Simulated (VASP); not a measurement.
AlP (zinc blende): the mBJ gap over mesh and path against the volume, with the cell scaled uniformly; PBEsol's own equilibrium is at 20.472 Å³/atom. VASP (PAW), 400 eV cut-off, 9×9×9 Γ-centred mesh, Gaussian smearing of 0.050 eV, potentials Al P. mBJ is a potential without an energy functional, so only the levels count. Fit the value as a straight line in ln V.

```json
[
 {"V (Å³/atom)": "18.63", "mBJ gap over mesh and path (eV)": "2.216"},
 {"V (Å³/atom)": "19.244", "mBJ gap over mesh and path (eV)": "2.289"},
 {"V (Å³/atom)": "19.858", "mBJ gap over mesh and path (eV)": "2.356"},
 {"V (Å³/atom)": "20.472", "mBJ gap over mesh and path (eV)": "2.416"},
 {"V (Å³/atom)": "21.086", "mBJ gap over mesh and path (eV)": "2.470"},
 {"V (Å³/atom)": "21.7", "mBJ gap over mesh and path (eV)": "2.518"}
]
```

**Question.** Fit the rows as the text says and predict the value at 18.015.

**Answer.** The slope against ln V is 1.98 eV, the volume deformation potential of this gap. The line misses the rows by up to 0.008 and gives 2.157 at 18.015. The run gave 2.134, -0.023 from the line.

Left out are failed runs and those whose mesh is unfit for this quantity.

The compound is AlP in the zinc blende structure.
